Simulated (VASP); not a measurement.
# Pb2SeS (space group R-3m): computed properties

Method: PBEsol GGA, VASP's PBE PAW potentials (set 64) (plane waves; VASP).

For Pb2SeS, the space group is R-3m (166), the cell is a = 4.243 Å, b = 4.243 Å, c = 20.782 Å, α = 90.00°, β = 90.00°, γ = 120.00° and the volume per atom comes out as 27.00 Å³/atom. The band gap (over mesh and band path) is 0.18 eV, the smallest direct gap (over mesh and band path) is 0.18 eV and the band-edge character is indirect, Γ to F. The density is 8.08 g/cm³.

```cif
data_Pb2SSe
_chemical_formula_sum 'Pb2 Se1 S1'
_space_group_name_H-M_alt 'P 1'
_space_group_IT_number 1
_cell_length_a 7.34785
_cell_length_b 7.34785
_cell_length_c 7.34785
_cell_angle_alpha 33.564
_cell_angle_beta 33.564
_cell_angle_gamma 33.564
loop_
_space_group_symop_operation_xyz
  'x, y, z'
loop_
_atom_site_label
_atom_site_type_symbol
_atom_site_fract_x
_atom_site_fract_y
_atom_site_fract_z
_atom_site_occupancy
Pb1 Pb 0.75317 0.75317 0.75317 1
Pb2 Pb 0.24683 0.24683 0.24683 1
Se1 Se 0.00000 0.00000 0.00000 1
S1 S 0.50000 0.50000 0.50000 1
```

Unless said otherwise, spin-orbit coupling is left out, though it shifts the bands of the heavy elements here.

The structure comes from a computed database's Pb2SeS entry (R-3m); how it stands against other phases isn't given here. It was relaxed first. Symmetry was kept, so distortions that lower it aren't found.
